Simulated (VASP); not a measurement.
Here is the system:

```yaml
crystal:
  lattice:
    - [0.00000, 2.26639, 2.26639]
    - [2.26639, 0.00000, 2.26639]
    - [2.26639, 2.26639, 0.00000]
  atoms:
    - { symbol: Na, position: [0.00000, 0.00000, 0.00000] }
    - { symbol: F, position: [0.50000, 0.50000, 0.50000] }
```

All values below come from MS2 meta-GGA, VASP's PBE PAW potentials (set 64) (plane waves; VASP 6.6.1). Numerical set-up: 520 eV cut-off, 10×10×10 Γ-centred mesh, Gaussian smearing of 0.050 eV, potentials Na_pv F.

Task: Give the stress tensor in GPa (positive for a compressed cell).

Result: 
```
2.66  0.00  0.00
0.00  2.66  0.00
0.00  0.00  2.66
```
The pressure is its mean diagonal, 2.66 GPa.

The compound is NaF in the rock salt structure. This cell is one point of a volume scan, at 0.97 of the reference volume.
